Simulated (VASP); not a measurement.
Data:

```
CELL_PARAMETERS angstrom
      4.33435     0.00000     0.00000
     -2.16717     3.75365     0.00000
      0.00000     0.00000    21.49695
ATOMIC_POSITIONS crystal
  I  0.66667 0.33333 0.42004
  I  0.33333 0.66667 0.57996
  Cd 0.00000 0.00000 0.50000
```

Level of theory: HSE06 screened hybrid (exact exchange on a k-mesh reduced by 3x3x1), VASP's PBE PAW potentials (set 64) (plane waves; VASP). Settings: PREC = Normal, EDIFF = 1E-5, 400 eV cut-off, 12×12×1 Γ-centred mesh, Gaussian smearing of 0.050 eV, potentials I Cd.

Exact exchange is summed on a reduced mesh (NKRED).

### Question
Predict the energy per atom (σ→0).

### Answer

* **energy per atom (σ→0)**: -2.372 eV/atom

The absolute energy has meaning only against runs of the same code, potentials and settings.

The cell is a sheet with vacuum, built from CdI2 (1T layered). The cell's shape comes from a PBE relaxation.
